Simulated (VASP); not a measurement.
# What goes wrong when the gap of InP is computed with a bad input

Aim: see how common mistakes in a band-structure run show up, on InP. The starting structure is a measured crystal structure from the Crystallography Open Database. Cell and atoms stay as given unless a step says otherwise.

Method: Kohn-Sham DFT with plane waves and PAW; LDA, in VASP 6.6.1.

## 1. Set-up

The structure is cubic, space group F-43m (No. 216). Conventional cell: a = 5.869 Å, b = 5.869 Å, c = 5.869 Å, α = 90.00°, β = 90.00°, γ = 90.00°. Nearest to In lie 4 P at 2.54 Å. Nearest to P lie 4 In at 2.54 Å. Farther neighbours are not listed.

Coordinates:

```cif
data_structure
_symmetry_space_group_name_H-M 'P 1'
_symmetry_Int_Tables_number 1
_cell_length_a 4.1498
_cell_length_b 4.1498
_cell_length_c 4.1498
_cell_angle_alpha 60.000
_cell_angle_beta 60.000
_cell_angle_gamma 60.000
_cell_volume 50.53
loop_
_atom_site_label
_atom_site_type_symbol
_atom_site_fract_x
_atom_site_fract_y
_atom_site_fract_z
_atom_site_occupancy
In1 In 0.00000 0.00000 0.00000 1
P2 P 0.75000 0.75000 0.75000 1
```

## 2. Reference bands

The input, INCAR:

```
SYSTEM = InP
PREC = Accurate
ENCUT = 350
EDIFF = 1E-06
NELM = 100
ISMEAR = 0
SIGMA = 0.03
LREAL = .FALSE.
ALGO = Normal
GGA = CA
NBANDS = 21
LORBIT = 11
LWAVE = .FALSE.
LCHARG = .FALSE.
KPAR = 4
```

The input, POSCAR:

```
InP
1.0
    0.0000000000      2.9343500000      2.9343500000
    2.9343500000      0.0000000000      2.9343500000
    2.9343500000      2.9343500000      0.0000000000
In P
1 1
Direct
    0.0000000000      0.0000000000      0.0000000000
    0.7500000000      0.7500000000      0.7500000000
```

The input, KPOINTS:

```
Automatic mesh
0
Gamma
6 6 6
0 0 0
```

The input, KPOINTS_OPT:

```
Line mode
10
Line-mode
Reciprocal
  0.00000000   0.00000000   0.00000000 GAMMA
  0.50000000   0.00000000   0.50000000 X

  0.50000000   0.00000000   0.50000000 X
  0.50000000   0.25000000   0.75000000 W

  0.50000000   0.25000000   0.75000000 W
  0.37500000   0.37500000   0.75000000 K

  0.37500000   0.37500000   0.75000000 K
  0.00000000   0.00000000   0.00000000 GAMMA

  0.00000000   0.00000000   0.00000000 GAMMA
  0.50000000   0.50000000   0.50000000 L

  0.50000000   0.50000000   0.50000000 L
  0.62500000   0.25000000   0.62500000 U

  0.62500000   0.25000000   0.62500000 U
  0.50000000   0.25000000   0.75000000 W

  0.50000000   0.25000000   0.75000000 W
  0.50000000   0.50000000   0.50000000 L

  0.50000000   0.50000000   0.50000000 L
  0.37500000   0.37500000   0.75000000 K

  0.62500000   0.25000000   0.62500000 U
  0.50000000   0.00000000   0.50000000 X
```

Potentials, in the order of the species: In_d and P (LDA family, release 64).

Command:

```sh
$ mpirun -np 4 vasp_std
```

Output:

```text
[banner, memory and clock lines left out]
running    4 mpi-ranks, on    1 nodes
 distrk:  each k-point on    1 cores,    4 groups
 distr:  one band on    1 cores,    1 groups

 POSCAR found type information on POSCAR InP
 POSCAR found :  2 types and       2 ions
 LDA part: xc-table for (Slater(with rela. corr.)+CA(PZ))
 , standard interpolation
 POSCAR, INCAR and KPOINTS ok, starting setup
 FFT: planning ... GRIDC
 FFT: planning ... GRID_SOFT
 FFT: planning ... GRID
 WAVECAR not read
 entering main loop
       N       E                     dE             d eps       ncg     rms          rms(c)
DAV:   1     0.113856249162E+03    0.11386E+03   -0.60792E+03   687   0.718E+02
DAV:   2    -0.260845436237E+00   -0.11412E+03   -0.10604E+03   712   0.240E+02
DAV:   3    -0.983136377378E+01   -0.95705E+01   -0.94887E+01   827   0.668E+01
DAV:   4    -0.100805025955E+02   -0.24914E+00   -0.24892E+00   831   0.105E+01
DAV:   5    -0.100915093761E+02   -0.11007E-01   -0.11006E-01   984   0.210E+00    0.579E+00
DAV:   6    -0.970248054829E+01    0.38903E+00   -0.38553E-01  1059   0.945E+00    0.334E+00
DAV:   7    -0.965894756001E+01    0.43533E-01   -0.87167E-02   983   0.211E+00    0.121E+00
DAV:   8    -0.965347163826E+01    0.54759E-02   -0.11036E-02   889   0.884E-01    0.289E-01
DAV:   9    -0.965339162695E+01    0.80011E-04   -0.70360E-04   871   0.186E-01    0.158E-01
DAV:  10    -0.965341136831E+01   -0.19741E-04   -0.11367E-04   981   0.160E-01    0.733E-02
DAV:  11    -0.965341445611E+01   -0.30878E-05   -0.26687E-05   966   0.632E-02    0.243E-02
DAV:  12    -0.965341306497E+01    0.13911E-05   -0.22525E-06   809   0.105E-02    0.575E-03
DAV:  13    -0.965341310252E+01   -0.37558E-07   -0.36939E-07   441   0.343E-03
   1 F= -.96534131E+01 E0= -.96534131E+01  d E =-.268977E-15
 Start KPOINTS_OPT (optional k-point list driver)
k-point batch [1-16\100]
       N       E                     dE             ncg
DAV:   1     0.613454370849E+03   -0.50849E+04      703
DAV:   2    -0.123378919495E+04   -0.18472E+04      717
DAV:   3    -0.138733881440E+04   -0.15355E+03      812
DAV:   4    -0.139140811468E+04   -0.40693E+01      821
DAV:   5    -0.139161953308E+04   -0.21142E+00      961
DAV:   6    -0.139162283715E+04   -0.33041E-02      855
DAV:   7    -0.139162295791E+04   -0.12077E-03      980
DAV:   8    -0.139162295901E+04   -0.10935E-05      680
DAV:   9    -0.139162295907E+04   -0.66753E-07      524
[...]
k-point batch [97-100\100]
       N       E                     dE             ncg
DAV:   1     0.638019406272E+04   -0.19189E+04      173
DAV:   2     0.593049982947E+04   -0.44969E+03      189
DAV:   3     0.589578989172E+04   -0.34710E+02      227
DAV:   4     0.589495060448E+04   -0.83929E+00      188
DAV:   5     0.589490848565E+04   -0.42119E-01      256
DAV:   6     0.589490743713E+04   -0.10485E-02      191
DAV:   7     0.589490740841E+04   -0.28727E-04      264
DAV:   8     0.589490740815E+04   -0.25505E-06      166
```

Wall time 6.2 s (4 MPI ranks of Intel Xeon 6975P-C (Granite Rapids), shared host); peak memory 0.54 GiB; 23 s of CPU time.

Lines that name or quote the potential files are left out of all logs, and their timing lines are given in words.

Parts of OUTCAR (step 2):

```text
ion  position               nearest neighbor table
   1  0.000  0.000  0.000-   2 2.54   2 2.54   2 2.54   2 2.54
   2  0.750  0.750  0.750-   1 2.54   1 2.54   1 2.54   1 2.54

  LATTYP: Found a face centered cubic cell.
 ALAT       =     5.8687000000

 Subroutine GETGRP returns: Found 24 space group operations
 (whereof 24 operations were pure point group operations)

The static configuration has the point symmetry T_d .

 Found     16 irreducible k-points:

   k-points           NKPTS =     16   k-points in BZ     NKDIM =     16   number of bands    NBANDS=     21

   dimension x,y,z NGX =    28 NGY =   28 NGZ =   28
   dimension x,y,z NGXF=    56 NGYF=   56 NGZF=   56

   ENCUT  =  350.0 eV  25.72 Ry    5.07 a.u.   6.33  6.33  6.33*2*pi/ulx,y,z

   NELECT =      18.0000    total number of electrons

 k-points in reciprocal lattice and weights: Automatic mesh
   0.00000000  0.00000000  0.00000000       0.005
   0.16666667  0.00000000  0.00000000       0.037
   0.33333333  0.00000000  0.00000000       0.037
   0.50000000  0.00000000  0.00000000       0.019
   0.16666667  0.16666667  0.00000000       0.028
   0.33333333  0.16666667  0.00000000       0.111
   0.50000000  0.16666667  0.00000000       0.111
  -0.33333333  0.16666667  0.00000000       0.111
  -0.16666667  0.16666667  0.00000000       0.056
[...]
-0.33333333  0.33333333  0.16666667       0.111
  -0.33333333  0.50000000  0.16666667       0.056

 average (electrostatic) potential at core
       1 -95.2659       2 -84.0389

 E-fermi :   5.1304

 k-point     1 :       0.0000    0.0000    0.0000
  band No.  band energies     occupation
    ...
      5      -9.0551      2.00000
      6      -6.5470      2.00000
      7       4.9731      2.00000
      8       4.9731      2.00000
      9       4.9731      2.00000
     10       5.4581      0.00000
     11       8.9309      0.00000
     12       8.9309      0.00000
     13       8.9309      0.00000
     14      13.2310      0.00000
    ...

 k-point     2 :       0.1667    0.0000    0.0000
  band No.  band energies     occupation
    ...
      5      -9.0548      2.00000
      6      -6.2330      2.00000
      7       2.7225      2.00000
      8       4.6621      2.00000
      9       4.6621      2.00000
     10       6.5967      0.00000
     11       9.3159      0.00000
     12       9.3750      0.00000
     13       9.3750      0.00000
     14      13.5322      0.00000
    ...

 k-point     3 :       0.3333    0.0000    0.0000
  band No.  band energies     occupation
    ...
      5      -9.0485      2.00000
      6      -5.4187      2.00000
      7       0.3361      2.00000
      8       4.1839      2.00000
      9       4.1839      2.00000
     10       6.4406      0.00000
     11       9.7244      0.00000
     12       9.7244      0.00000
     13      11.0558      0.00000
     14      13.6065      0.00000
    ...

  Total       -0.5317777     -0.5317777     -0.5317777     -0.0000000     -0.0000000     -0.0000000
  in kB      -16.8606739    -16.8606739    -16.8606739     -0.0000000     -0.0000000     -0.0000000
  external PRESSURE =     -16.8606739 kB  Pullay stress =       0.0000000 kB

  energy-cutoff  :      350.00
  volume of cell :       50.53
      direct lattice vectors                 reciprocal lattice vectors
     0.000000000  2.934350000  2.934350000    -0.170395488  0.170395488  0.170395488
     2.934350000  0.000000000  2.934350000     0.170395488 -0.170395488  0.170395488
     2.934350000  2.934350000  0.000000000     0.170395488  0.170395488 -0.170395488

 POSITION                                       TOTAL-FORCE (eV/Angst)
 -----------------------------------------------------------------------------------
      0.00000      0.00000      0.00000        -0.000000     -0.000000     -0.000000
      4.40152      4.40152      4.40152         0.000000      0.000000      0.000000
 -----------------------------------------------------------------------------------
    total drift:                               -0.000000     -0.000000      0.000000

  FREE ENERGIE OF THE ION-ELECTRON SYSTEM (eV)
  ---------------------------------------------------
  free  energy   TOTEN  =        -9.6534131025 eV

  energy  without entropy=       -9.6534131025  energy(sigma->0) =       -9.65341310

 total charge
# of ion       s       p       d       tot
------------------------------------------
    1        0.843   0.781   9.894  11.518
    2        1.034   1.484   0.000   2.517
--------------------------------------------------
tot          1.877   2.264   9.894  14.035

[... 3 further parts left out ...]
```

Spin-orbit coupling is off here; with elements this heavy it can split and shift levels by tenths of an eV.

The reference gap is 0.485 eV.

## 3. Bands with one electron missing

A slip made on purpose: one electron missing. Against step 2 the input has NELECT = 17 (also changed: NELM).

INCAR: that of step 2 with these lines changed.

```diff
@@ -4,3 +4,3 @@
 EDIFF = 1E-06
-NELM = 100
+NELM = 60
 ISMEAR = 0
@@ -15 +15,2 @@
 KPAR = 4
+NELECT = 17
```

POSCAR is that of step 2.

KPOINTS is that of step 2.

KPOINTS_OPT is that of step 2.

Command:

```sh
$ mpirun -np 4 vasp_std
```

Output:

```text
[... set-up lines as in an earlier step ...]
 entering main loop
       N       E                     dE             d eps       ncg     rms          rms(c)
DAV:   1     0.102766755560E+03    0.10277E+03   -0.53491E+03   687   0.641E+02
DAV:   2    -0.440858843204E+01   -0.10718E+03   -0.98418E+02   712   0.227E+02
DAV:   3    -0.133379952359E+02   -0.89294E+01   -0.87830E+01   827   0.630E+01
DAV:   4    -0.135720030088E+02   -0.23401E+00   -0.23375E+00   831   0.996E+00
DAV:   5    -0.135823743028E+02   -0.10371E-01   -0.10370E-01   984   0.199E+00BRMIX: very serious problems
 the old and the new charge density differ
 old charge density:    18.00000 new   17.00000
BRMIX: very serious problems
 the old and the new charge density differ
 old charge density:    18.00000 new   17.00000
BRMIX: very serious problems
 the old and the new charge density differ
 old charge density:    18.00000 new   17.00000
BRMIX: very serious problems
 the old and the new charge density differ
 old charge density:    18.00000 new   17.00000
    0.530E+00
[...]
DAV:  11    -0.136486839306E+02   -0.15117E-05   -0.26350E-06   782   0.108E-02    0.714E-03
DAV:  12    -0.136486839335E+02   -0.29356E-08   -0.20937E-07   491   0.410E-03
   1 F= -.13648684E+02 E0= -.13647872E+02  d E =-.162460E-02
 Start KPOINTS_OPT (optional k-point list driver)
k-point batch [1-16\100]
       N       E                     dE             ncg
DAV:   1     0.364989858139E+03   -0.48061E+04      703
DAV:   2    -0.135335158492E+04   -0.17183E+04      712
DAV:   3    -0.149834119042E+04   -0.14499E+03      817
DAV:   4    -0.150234888740E+04   -0.40077E+01      813
DAV:   5    -0.150255132374E+04   -0.20244E+00      982
DAV:   6    -0.150255449202E+04   -0.31683E-02      845
DAV:   7    -0.150255457717E+04   -0.85158E-04      985
DAV:   8    -0.150255457809E+04   -0.91840E-06      690
[...]
k-point batch [97-100\100]
       N       E                     dE             ncg
DAV:   1     0.575563439880E+04   -0.18081E+04      173
DAV:   2     0.533320380891E+04   -0.42243E+03      181
DAV:   3     0.529896512608E+04   -0.34239E+02      235
DAV:   4     0.529807353811E+04   -0.89159E+00      188
DAV:   5     0.529803246809E+04   -0.41070E-01      248
DAV:   6     0.529803151750E+04   -0.95058E-03      209
DAV:   7     0.529803150117E+04   -0.16336E-04      256
DAV:   8     0.529803150099E+04   -0.17259E-06      143
```

It took 7.6 s on 4 MPI ranks; peak memory 0.54 GiB; 28 s of CPU time.

OUTCAR, selected parts (step 3):

```text
  Total      -10.3759872    -10.3759872    -10.3759872     -0.0000000     -0.0000000     -0.0000000
  in kB     -328.9836181   -328.9836181   -328.9836181     -0.0000000     -0.0000000     -0.0000000
  external PRESSURE =    -328.9836181 kB  Pullay stress =       0.0000000 kB

 POSITION                                       TOTAL-FORCE (eV/Angst)
 -----------------------------------------------------------------------------------
      0.00000      0.00000      0.00000         0.000000      0.000000     -0.000000
      4.40152      4.40152      4.40152        -0.000000     -0.000000      0.000000
 -----------------------------------------------------------------------------------
    total drift:                               -0.000000     -0.000000      0.000000

  FREE ENERGIE OF THE ION-ELECTRON SYSTEM (eV)
  ---------------------------------------------------
  free  energy   TOTEN  =       -13.6486839335 eV

  energy  without entropy=      -13.6470593323  energy(sigma->0) =      -13.64787163

[... 2 parts as in an earlier step ...]

[... 1 further part left out ...]
[key lines of the parts left out:]
E-fermi :   3.3538
```

With one electron missing there is no gap to read, since by its occupations the run counts as a metal (its levels may still leave one).

## 4. Bands with too few electronic steps

A slip made on purpose: too few electronic steps. Against step 2 the input has NELM = 4.

INCAR: that of step 3 with these lines changed.

```diff
@@ -4,3 +4,3 @@
 EDIFF = 1E-06
-NELM = 60
+NELM = 4
 ISMEAR = 0
@@ -15,2 +15 @@
 KPAR = 4
-NELECT = 17
```

POSCAR is that of step 3.

KPOINTS is that of step 3.

KPOINTS_OPT is that of step 3.

Command:

```sh
$ mpirun -np 4 vasp_std
```

Output:

```text
[... set-up lines as in an earlier step ...]
 entering main loop
       N       E                     dE             d eps       ncg     rms          rms(c)
[... 4 cycles as in an earlier step ...]
 -----------------------------------------------------------------------------
|                                                                             |
|           W    W    AA    RRRRR   N    N  II  N    N   GGGG   !!!           |
|           W    W   A  A   R    R  NN   N  II  NN   N  G    G  !!!           |
|           W    W  A    A  R    R  N N  N  II  N N  N  G       !!!           |
|           W WW W  AAAAAA  RRRRR   N  N N  II  N  N N  G  GGG   !            |
|           WW  WW  A    A  R   R   N   NN  II  N   NN  G    G                |
|           W    W  A    A  R    R  N    N  II  N    N   GGGG   !!!           |
|                                                                             |
|     The electronic self-consistency was not achieved in the given           |
|     number of steps (NELM). The forces and other quantities evaluated       |
|     might not be reliable so examine the results carefully. If you find     |
|     spurious results, we suggest increasing NELM, if you were close to      |
|     convergence or switching to a different ALGO or adjusting the           |
|     density mixing parameters otherwise.                                    |
|                                                                             |
 -----------------------------------------------------------------------------

   1 F= -.10080503E+02 E0= -.10080503E+02  d E =-.237913E-14
 Start KPOINTS_OPT (optional k-point list driver)
k-point batch [1-16\100]
       N       E                     dE             ncg
DAV:   1     0.601540969661E+03   -0.50968E+04      703
DAV:   2    -0.124861883880E+04   -0.18502E+04      717
DAV:   3    -0.140253514649E+04   -0.15392E+03      822
DAV:   4    -0.140660209719E+04   -0.40670E+01      808
[...]
k-point batch [97-100\100]
       N       E                     dE             ncg
DAV:   1     0.637702321127E+04   -0.19221E+04      173
DAV:   2     0.592725753287E+04   -0.44977E+03      189
DAV:   3     0.589226442522E+04   -0.34993E+02      227
DAV:   4     0.589141969146E+04   -0.84473E+00      193
```

It took 4 s on 4 MPI ranks; peak memory 0.52 GiB.

OUTCAR, selected parts (step 4):

```text
  Total       -3.8543908     -3.8543908     -3.8543908     -0.0000000      0.0000000     -0.0000000
  in kB     -122.2082696   -122.2082696   -122.2082696     -0.0000000      0.0000000     -0.0000000
  external PRESSURE =    -122.2082696 kB  Pullay stress =       0.0000000 kB

 POSITION                                       TOTAL-FORCE (eV/Angst)
 -----------------------------------------------------------------------------------
      0.00000      0.00000      0.00000         0.000000      0.000000      0.000000
      4.40152      4.40152      4.40152        -0.000000     -0.000000     -0.000000
 -----------------------------------------------------------------------------------
    total drift:                               -0.000000     -0.000000      0.000000

  FREE ENERGIE OF THE ION-ELECTRON SYSTEM (eV)
  ---------------------------------------------------
  free  energy   TOTEN  =       -10.0805025955 eV

  energy  without entropy=      -10.0805025955  energy(sigma->0) =      -10.08050260

[... 2 parts as in an earlier step ...]

[... 1 further part left out ...]
[key lines of the parts left out:]
E-fermi :   4.3667
```

The electronic loop didn't reach EDIFF within its 4 cycles (NELM).

(Part 1 of 2 ends here.)

[Lines on the potential files, build, host, timing and source positions are cut from VASP's logs without a mark.]

[Logs are printed without paths, hosts, clocks, repeated set-up lines and the standing remarks that a program may print on its own settings, such as how far it seeks lower states.]

[Hosts, paths, dates, database ids (printed as entryN), source tags and the programs' standing remarks are cut or masked in the printed files.]
